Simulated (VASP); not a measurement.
Input:

```xyz
3
Lattice="1.5094 -2.6144 0.0000 1.5094 2.6144 0.0000 0.0000 0.0000 3.2327" Properties=species:S:1:pos:R:3 pbc="T T T"
Ti     0.0000     0.0000     0.0000
B      1.5094     0.8715     1.6163
B      1.5094    -0.8715     1.6163
```

Level of theory: SCAN meta-GGA, VASP's PBE PAW potentials (set 64) (plane waves; VASP). Run with 520 eV cut-off, 12×12×9 Γ-centred mesh, first-order Methfessel-Paxton smearing of 0.10 eV, potentials Ti_sv B.

Estimate the energy per atom (σ→0), band gap (on the k-mesh) with the smallest direct gap where there is one.

The band gap (on the k-mesh) is none (metal, semimetal or under 0.01 eV) and the energy per atom (σ→0) is -11.419 eV/atom.

Only differences to runs with the same potentials and settings are physical.

The compound is TiB2 in the AlB2 type structure. It was relaxed first.
